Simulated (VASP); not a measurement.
Given:

```
GeI2
1.0
    0.00000     3.46508     3.46508
    3.46508     0.00000     3.46508
    3.46508     3.46508     0.00000
Ge I
1 2
Cartesian
  0.00000   0.00000   0.00000
  1.73254   1.73254   1.73254
  5.19761   5.19761   5.19761
```

The numbers are results of PBE GGA, VASP's PBE PAW potentials (set 64) (plane waves; VASP), not measurements. Settings: 300 eV cut-off, 7×7×7 Γ-centred mesh, Fermi-Dirac smearing of 0.050 eV, potentials Ge_d I.

Unless said otherwise, spin-orbit coupling is left out, though it shifts the bands of the heavy elements here.

### Question
Give the energies of bands 8 to 17 at the high-symmetry points, in eV from the valence-band maximum.

### Answer

| band | Γ | X | U | L | W |
|---|---|---|---|---|---|
| 8 | -6.40 | -9.67 | -9.53 | -8.36 | -9.63 |
| 9 | -4.29 | -5.97 | -5.73 | -4.46 | -6.33 |
| 10 | -4.29 | -5.97 | -5.62 | -4.46 | -4.01 |
| 11 | -4.29 | -3.34 | -2.50 | -3.92 | -4.01 |
| 12 | -2.72 | -0.78 | -2.31 | -3.40 | -2.46 |
| 13 | -2.72 | -0.78 | -1.60 | -3.40 | -0.52 |
| 14 | -2.72 | 0.00 | -0.27 | -0.78 | -0.32 |
| 15 | 0.64 | 1.22 | 2.15 | 2.28 | 1.49 |
| 16 | 0.64 | 3.16 | 2.51 | 2.28 | 2.76 |
| 17 | 0.64 | 3.16 | 2.77 | 3.44 | 2.76 |

The gap is indirect, 0.13 eV, from the valence maximum at X to the conduction minimum at Γ-X at 0.33.

The structure was generated: GeI2 was put into an ordered model structure, which need not be its known phase. The cell was not relaxed at this level.
